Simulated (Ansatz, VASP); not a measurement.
# Cross-check of MoS3 between VASP and Ansatz, part 2 of 2

Wanted: the spread between two codes on one cell, functional and k mesh. The cell is generated by rule, not measured, and may not be a known phase. The cell is taken from a series of runs on this material, whose earlier steps may have relaxed, scaled, displaced or heated it; both programs get it as it stands.

VASP 6.6.1 and Ansatz 0.2.0.

So far. Step 3 (VASP: single point, PBEsol, pair 1): The run ends at a pressure of 0.05 GPa, with forces up to 0.20 eV/Å. Step 5 (Ansatz: single point, PBEsol, pair 2): The run ends at a pressure of 0.12 GPa, with forces up to 0.24 eV/Å.

## (6) VASP: single point, PBEsol, pair 2

Level of this step: PBEsol, no spin polarisation; plane waves and PAW (Mo_sv, S); invented cell (VASP).

The same cell, functional, mesh and smearing now go to VASP, with its own data sets.

INCAR reads:

```
SYSTEM = MoS3
PREC = Accurate
ENCUT = 500
EDIFF = 1E-06
NELM = 120
ISMEAR = 1
SIGMA = 0.15
LREAL = .FALSE.
ALGO = Normal
GGA = PS
NBANDS = 40
LASPH = .TRUE.
LORBIT = 11
LWAVE = .FALSE.
LCHARG = .FALSE.
ISIF = 2
GGA_COMPAT = .FALSE.
KPAR = 2
```

POSCAR reads:

```
MoS3
1.0
   -4.6295550062      0.0000000000      0.0000000000
    0.0000000000     -4.6295550062     -4.6295550062
    0.0000000000     -4.6295550062      4.6295550062
Mo S
2 6
Direct
    0.9697595126      0.0000000000      0.0000000000
    0.0302404874      0.5000000000      0.5000000000
    0.0000000000      0.2500000000      0.7500000000
    0.0000000000      0.7500000000      0.2500000000
    0.0000000000      0.7500000000      0.7500000000
    0.0000000000      0.2500000000      0.2500000000
    0.5143544547      0.5000000000      0.5000000000
    0.4856455453      0.0000000000      0.0000000000
```

KPOINTS reads:

```
Automatic mesh
0
Gamma
8 6 6
0 0 0
```

The projector-augmented-wave data sets are Mo_sv and S (PBE family, release 64).

Run with:

```sh
mpirun -np 2 vasp_std
```

Numbers of over 12 decimals in the logs are rounded to 6 here.

Log:

```text
[banner, memory and clock lines left out]
running    2 mpi-ranks, on    1 nodes
[...]
[... a notice as in an earlier step ...]

 LDA part: xc-table for (Slater+PW92), standard interpolation
 POSCAR, INCAR and KPOINTS ok, starting setup
[...]
entering main loop
       N       E                     dE             d eps       ncg     rms          rms(c)
DAV:   1     0.471899377242E+03    0.47190E+03   -0.31506E+04  4600   0.140E+03
DAV:   2    -0.216977268892E+02   -0.49360E+03   -0.47578E+03  5112   0.328E+02
DAV:   3    -0.546972433850E+02   -0.33000E+02   -0.31855E+02  5000   0.762E+01
DAV:   4    -0.555978391714E+02   -0.90060E+00   -0.89385E+00  4736   0.129E+01
[...]
DAV:  15    -0.499763957241E+02   -0.10117E-04   -0.57533E-06  4048   0.941E-03    0.101E-02
DAV:  16    -0.499763993375E+02   -0.36134E-05   -0.58618E-06  3712   0.101E-02    0.433E-03
DAV:  17    -0.499763993749E+02   -0.37455E-07   -0.31497E-07  2416   0.274E-03
   1 F= -.49976399E+02 E0= -.49972753E+02  d E =-.109397E-01
```

From OUTCAR (step 6):

```text
  Total        0.5736601     -0.2445491     -0.2445491      0.0000000      0.0000000      0.0000000
  in kB        4.6314551     -1.9743718     -1.9743718      0.0000000      0.0000000      0.0000000
  external PRESSURE =       0.2275705 kB  Pullay stress =       0.0000000 kB

 POSITION                                       TOTAL-FORCE (eV/Angst)
 -----------------------------------------------------------------------------------
     -4.48956      0.00000      0.00000         0.254945     -0.000000     -0.000000
     -0.14000     -4.62956      0.00000        -0.254945      0.000000      0.000000
      0.00000     -4.62956      2.31478         0.000000      0.000000     -0.000000
      0.00000     -4.62956     -2.31478         0.000000      0.000000     -0.000000
      0.00000     -6.94433      0.00000         0.000000      0.000000     -0.000000
      0.00000     -2.31478      0.00000         0.000000      0.000000     -0.000000
     -2.38123     -4.62956      0.00000         0.011200      0.000000      0.000000
     -2.24832      0.00000      0.00000        -0.011200     -0.000000     -0.000000
 -----------------------------------------------------------------------------------
    total drift:                               -0.000000      0.000000     -0.000000

  FREE ENERGIE OF THE ION-ELECTRON SYSTEM (eV)
  ---------------------------------------------------
  free  energy   TOTEN  =       -49.9763993749 eV

  energy  without entropy=      -49.9654596881  energy(sigma->0) =      -49.97275281

[... 2 parts as in an earlier step ...]

[... 1 further part left out ...]
[key lines of the parts left out:]
E-fermi :   3.2345
```

The run ends at a pressure of 0.02 GPa, with forces up to 0.25 eV/Å.

## (7) Differences

The two programs side by side:

| quantity | Ansatz | VASP | difference |
| --- | --- | --- | --- |
| pressure (GPa) | 0.12 | 0.02 | +0.09 |

Forces (eV/Å; atoms numbered as in POSCAR):

| atom | Ansatz x, y, z | VASP x, y, z |
| --- | --- | --- |
| Mo1 | 0.238, 0.000, 0.000 | 0.255, 0.000, 0.000 |
| Mo2 | -0.238, 0.000, 0.000 | -0.255, 0.000, 0.000 |
| S3 | 0.000, 0.000, 0.000 | 0.000, 0.000, 0.000 |
| S4 | 0.000, 0.000, 0.000 | 0.000, 0.000, 0.000 |
| S5 | 0.000, 0.000, 0.000 | 0.000, 0.000, 0.000 |
| S6 | 0.000, 0.000, 0.000 | 0.000, 0.000, 0.000 |
| S7 | -0.007, 0.000, 0.000 | 0.011, 0.000, 0.000 |
| S8 | 0.007, 0.000, 0.000 | -0.011, 0.000, 0.000 |

The forces differ by 7.1 meV/Å r.m.s., which is 9.7 % of the r.m.s. force of 0.074 eV/Å (both taken over all components).

## (8) VASP: single point, PBEsol, pair 3

A single point gives forces, pressure and levels at one fixed geometry, so differences don't come from the geometry; what else differs is listed under the comparison.

INCAR is that of step 6.

POSCAR reads:

```
MoS3
1.0
   -4.6295550062      0.0000000000      0.0000000000
    0.0000000000     -4.6295550062     -4.6295550062
    0.0000000000     -4.6295550062      4.6295550062
Mo S
2 6
Direct
    0.9308788859      0.0000000000      0.0000000000
    0.0691211141      0.5000000000      0.5000000000
    0.0000000000      0.2500000000      0.7500000000
    0.0000000000      0.7500000000      0.2500000000
    0.0000000000      0.7500000000      0.7500000000
    0.0000000000      0.2500000000      0.2500000000
    0.5328101821      0.5000000000      0.5000000000
    0.4671898179      0.0000000000      0.0000000000
```

KPOINTS is that of step 6.

Run with:

```sh
mpirun -np 2 vasp_std
```

Log:

```text
[... set-up lines as in an earlier step ...]
 entering main loop
       N       E                     dE             d eps       ncg     rms          rms(c)
DAV:   1     0.474469339022E+03    0.47447E+03   -0.31592E+04  4512   0.139E+03
DAV:   2    -0.218623153081E+02   -0.49633E+03   -0.47884E+03  5128   0.329E+02
DAV:   3    -0.547405970497E+02   -0.32878E+02   -0.31693E+02  5032   0.762E+01
DAV:   4    -0.556095882607E+02   -0.86899E+00   -0.86409E+00  4688   0.128E+01
[...]
DAV:  15    -0.500019979605E+02   -0.28577E-04   -0.20473E-05  3984   0.163E-02    0.830E-03
DAV:  16    -0.500020022839E+02   -0.43234E-05   -0.38166E-06  3696   0.700E-03    0.359E-03
DAV:  17    -0.500020027633E+02   -0.47941E-06   -0.59698E-07  2472   0.384E-03
   1 F= -.50002003E+02 E0= -.49999780E+02  d E =-.666820E-02
```

From OUTCAR (step 8):

```text
  Total        3.7266507     -1.9395387     -1.9395387      0.0000000      0.0000000     -0.0000000
  in kB       30.0871827    -15.6589014    -15.6589014      0.0000000      0.0000000     -0.0000000
  external PRESSURE =      -0.4102067 kB  Pullay stress =       0.0000000 kB

 POSITION                                       TOTAL-FORCE (eV/Angst)
 -----------------------------------------------------------------------------------
     -4.30956      0.00000      0.00000        -0.597484     -0.000000     -0.000000
     -0.32000     -4.62956      0.00000         0.597484      0.000000      0.000000
      0.00000     -4.62956      2.31478         0.000000      0.000000      0.000000
      0.00000     -4.62956     -2.31478         0.000000      0.000000      0.000000
      0.00000     -6.94433      0.00000         0.000000      0.000000      0.000000
      0.00000     -2.31478      0.00000         0.000000      0.000000      0.000000
     -2.46667     -4.62956      0.00000        -0.532284     -0.000000     -0.000000
     -2.16288      0.00000      0.00000         0.532284      0.000000     -0.000000
 -----------------------------------------------------------------------------------
    total drift:                               -0.000000     -0.000000      0.000000

  FREE ENERGIE OF THE ION-ELECTRON SYSTEM (eV)
  ---------------------------------------------------
  free  energy   TOTEN  =       -50.0020027633 eV

  energy  without entropy=      -49.9953345643  energy(sigma->0) =      -49.99978003

[... 2 parts as in an earlier step ...]

[... 1 further part left out ...]
[key lines of the parts left out:]
E-fermi :   3.2274
```

The run ends at a pressure of -0.04 GPa, with forces up to 0.60 eV/Å.

## (9) Ansatz: single point, PBEsol, pair 3

The same cell, functional, mesh and smearing now go to Ansatz, which takes its cutoff from its data sets.

The cell is taken from a series of runs on this material, whose earlier steps may have relaxed, scaled, displaced or heated it; both programs get it as it stands.

input.yaml reads:

```yaml
crystal:
  lattice:
    - [-4.6295550062, 0.0, 0.0]
    - [0.0, -4.6295550062, -4.6295550062]
    - [0.0, -4.6295550062, 4.6295550062]
  atoms:
    - { symbol: Mo, position: [-0.0691211141, 1.0, 0.0] }
    - { symbol: Mo, position: [0.0691211141, 0.5, 0.5] }
    - { symbol: S, position: [1.0, 0.25, 0.75] }
    - { symbol: S, position: [1.0, 0.75, 0.25] }
    - { symbol: S, position: [0.0, 0.75, 0.75] }
    - { symbol: S, position: [0.0, 0.25, 0.25] }
    - { symbol: S, position: [0.5328101821, 0.5, 0.5] }
    - { symbol: S, position: [0.4671898179, 0.0, 0.0] }
kpoints:
  mp_grid: { grid: [8, 6, 6] }
hamiltonian:
  xc: pbesol
  pseudopotentials: { kind: nc, accuracy: standard }
scf:
  occupations: { method: methfessel_paxton, width: 0.15 }
output:
  forces: true
  stress: true
  eigenvalues: true
```

Run with:

```sh
ansatz run input.yaml --threads 4 --pin off --max-ram 7168MiB --backend cpu --events-out ev --progress --plain --runs-dir out
```

Log:

```text
[...]
Crystal: 8 atoms, lattice volume = 198.448 Å³
Basis set: ecut = 1088.45545 eV, 16285 PW (Γ), exchange–correlation on 100×144×144 points (8 copies of the dense FFT grid, shifted against one another)
Bands: 40, of which v1, the nominal top of the filled ones, is band 32 counted from 1 (31 counted from 0)
Symmetry: 16 space group operations
[...]
k-points: 50 of 288
[...]
k-point 0: bands = [... 28 lower, 4.2943, 4.2943, 4.3781, 4.6960, 4.6960, 4.8256, 5.7718, 5.8422, ... 4 higher]
  k-point 1: bands = [... 28 lower, 3.8901, 4.0563, 4.4821, 4.9079, 4.9834, 5.1391, 5.6766, 6.0277, ... 4 higher]
  k-point 2: bands = [... 28 lower, 3.6328, 3.7511, 4.5089, 5.2296, 5.4289, 5.6719, 5.6967, 6.4051, ... 4 higher]
  k-point 49: bands = [... 28 lower, 3.6080, 3.6080, 5.7462, 5.7462, 6.8348, 6.8348, 6.9109, 6.9109, ... 4 higher]
[key lines of the parts left out:]
SCF converged after 8 iterations
Free energy (F): -5623.500224 eV
Fermi energy:    5.367005 eV
P = ⅓ Tr σ = 0.0578 GPa (0.578 kbar)
```

The run ends at a pressure of 0.06 GPa, with forces up to 0.63 eV/Å.

## (10) Differences

Both answers:

| quantity | Ansatz | VASP | difference |
| --- | --- | --- | --- |
| pressure (GPa) | 0.06 | -0.04 | +0.10 |

Forces (eV/Å; atoms numbered as in POSCAR):

| atom | Ansatz x, y, z | VASP x, y, z |
| --- | --- | --- |
| Mo1 | -0.631, 0.000, 0.000 | -0.597, 0.000, 0.000 |
| Mo2 | 0.631, 0.000, 0.000 | 0.597, 0.000, 0.000 |
| S3 | 0.000, 0.000, 0.000 | 0.000, 0.000, 0.000 |
| S4 | 0.000, 0.000, 0.000 | 0.000, 0.000, 0.000 |
| S5 | 0.000, 0.000, 0.000 | 0.000, 0.000, 0.000 |
| S6 | 0.000, 0.000, 0.000 | 0.000, 0.000, 0.000 |
| S7 | -0.571, 0.000, 0.000 | -0.532, 0.000, 0.000 |
| S8 | 0.571, 0.000, 0.000 | 0.532, 0.000, 0.000 |

The forces differ by 15 meV/Å r.m.s., which is 6.5 % of the r.m.s. force of 0.231 eV/Å (both taken over all components).

## (11) Results

| Item | Value |
| --- | --- |
| r.m.s. force difference (single point, PBEsol, pair 1) | 4.1 meV/Å |
| r.m.s. force difference (single point, PBEsol, pair 2) | 7.1 meV/Å |
| r.m.s. force difference (single point, PBEsol, pair 3) | 6.5 % of the r.m.s. force |

The r.m.s. force difference is 6.5 % of the r.m.s. force (single point, PBEsol, pair 3), beyond the 3 % picked in this series as the mark of a large difference. What causes the difference of the single point, PBEsol, pair 3 pair stays open here. 5 further runs of this series are not shown here. Such differences can come from data sets, numerical settings and the points named under the comparisons, not from the functional's error against experiment.

[Lines on the potential files, build, host, timing and source positions are cut from VASP's logs without a mark.]

[Logs are printed without paths, hosts, clocks, repeated set-up lines and the standing remarks that a program may print on its own settings, such as how far it seeks lower states.]

[Hosts, paths, dates, database ids (printed as entryN), source tags and the programs' standing remarks are cut or masked in the printed files.]
